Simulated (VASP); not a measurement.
Level of theory: RPBE GGA, VASP's PBE PAW potentials (set 64) (plane waves; VASP).

The input files of a VASP run:

POSCAR:
```
NaF
1
    0.0000000000     2.4514043857     2.4514043857
    2.4514043857     0.0000000000     2.4514043857
    2.4514043857     2.4514043857     0.0000000000
Na F
1 1
Direct
  0.0000000000   0.0000000000   0.0000000000
  0.5000000000   0.5000000000   0.5000000000
```

### KPOINTS
```
K-points
0
G
  9 9 9
0 0 0
```

### INCAR
```
LCHARG = .False.
SYSTEM = NaF
ALGO = Normal   # blocked Davidson
ISIF = 2   # forces and stress, cell fixed
LWAVE = .False.
GGA = RP   # RPBE
ISMEAR = 0   # Gaussian
SIGMA = 0.05   # width (eV)
EDIFF = 1E-7
PREC = Accurate
ENCUT = 520
NELM = 100
LREAL = .False.
LASPH = .True.
```

POTCAR, in this order: Na_pv F (PBE.64 set). Program: vasp_std.

The resulting files:

OUTCAR:
```
 ion  position               nearest neighbor table
   1  0.000  0.000  0.000-
   2  0.500  0.500  0.500-
  LATTYP: Found a face centered cubic cell.
 ALAT       =     4.9028087714
 Subroutine PRICEL returns:
 Original cell was already a primitive cell.
 Subroutine GETGRP returns: Found 48 space group operations
The static configuration has the point symmetry O_h .
The dynamic configuration has the point symmetry O_h .
 Subroutine INISYM returns: Found 48 space group operations
 Subroutine IBZKPT returns following result:
 Found     35 irreducible k-points:

 Following reciprocal coordinates:
            Coordinates               Weight
  0.000000  0.000000  0.000000      1.000000
  0.111111  0.000000  0.000000      8.000000
  0.222222  0.000000  0.000000      8.000000
  0.333333  0.000000  0.000000      8.000000
  0.444444  0.000000  0.000000      8.000000
  0.111111  0.111111  0.000000      6.000000
  0.222222  0.111111  0.000000     24.000000
  0.333333  0.111111  0.000000     24.000000
  0.444444  0.111111  0.000000     24.000000
 -0.444444  0.111111  0.000000     24.000000
 -0.333333  0.111111  0.000000     24.000000
 -0.222222  0.111111  0.000000     24.000000
 -0.111111  0.111111  0.000000     12.000000
  0.222222  0.222222  0.000000      6.000000
  0.333333  0.222222  0.000000     24.000000
  0.444444  0.222222  0.000000     24.000000
 -0.444444  0.222222  0.000000     24.000000
 -0.333333  0.222222  0.000000     24.000000
 -0.222222  0.222222  0.000000     12.000000
  0.333333  0.333333  0.000000      6.000000
  0.444444  0.333333  0.000000     24.000000
 -0.444444  0.333333  0.000000     24.000000
 -0.333333  0.333333  0.000000     12.000000
  0.444444  0.444444  0.000000      6.000000
...
```

OSZICAR:
```
       N       E                     dE             d eps       ncg     rms          rms(c)
DAV:   1     0.117598176523E+03    0.11760E+03   -0.81826E+03   779   0.146E+03
DAV:   2    -0.160112928500E+01   -0.11920E+03   -0.10827E+03   875   0.360E+02
DAV:   3    -0.907269252826E+01   -0.74716E+01   -0.74456E+01   905   0.925E+01
DAV:   4    -0.915117951672E+01   -0.78487E-01   -0.78469E-01   839   0.104E+01
DAV:   5    -0.915210814624E+01   -0.92863E-03   -0.92862E-03   884   0.117E+00    0.566E+00
DAV:   6    -0.816997751851E+01    0.98213E+00   -0.44061E+00   890   0.174E+01    0.201E+00
DAV:   7    -0.816720715740E+01    0.27704E-02   -0.32209E-02   776   0.289E+00    0.113E+00
DAV:   8    -0.818283115425E+01   -0.15624E-01   -0.56166E-02   773   0.557E+00    0.148E-01
DAV:   9    -0.818533040226E+01   -0.24992E-02   -0.89144E-03   824   0.966E-01    0.123E-01
DAV:  10    -0.818518103197E+01    0.14937E-03   -0.10637E-03   857   0.366E-01    0.693E-03
DAV:  11    -0.818518174154E+01   -0.70957E-06   -0.24613E-05   806   0.934E-02    0.507E-03
DAV:  12    -0.818518397321E+01   -0.22317E-05   -0.53715E-06   800   0.334E-02    0.139E-03
DAV:  13    -0.818518368745E+01    0.28576E-06   -0.71459E-07   818   0.108E-02    0.929E-04
DAV:  14    -0.818518377762E+01   -0.90171E-07   -0.42257E-08   616   0.272E-03
   1 F= -.81851838E+01 E0= -.81851838E+01  d E =-.146807E-12
```

### OUTCAR
```
------------------------ aborting loop because EDIFF is reached ----------------------------------------
  FORCE on cell =-STRESS in cart. coord.  units (eV):
  Direction    XX          YY          ZZ          XY          YZ          ZX
  --------------------------------------------------------------------------------------
  Total       -0.3480061     -0.3480061     -0.3480061      0.0000000     -0.0000000      0.0000000
  in kB      -18.9244174    -18.9244174    -18.9244174      0.0000000     -0.0000000      0.0000000
  external PRESSURE =     -18.9244174 kB  Pullay stress =       0.0000000 kB
  volume of cell :       29.46
      direct lattice vectors                 reciprocal lattice vectors
     0.000000000  2.451404386  2.451404386    -0.203964716  0.203964716  0.203964716
     2.451404386  0.000000000  2.451404386     0.203964716 -0.203964716  0.203964716
     2.451404386  2.451404386  0.000000000     0.203964716  0.203964716 -0.203964716
  FREE ENERGIE OF THE ION-ELECTRON SYSTEM (eV)
  ---------------------------------------------------
  free  energy   TOTEN  =        -8.1851837776 eV

  energy  without entropy=       -8.1851837776  energy(sigma->0) =       -8.18518378
```
(Selected blocks of OUTCAR.)

The compound is NaF in the rock salt structure. This cell is one point of a volume scan, at 1.06 of the reference volume.
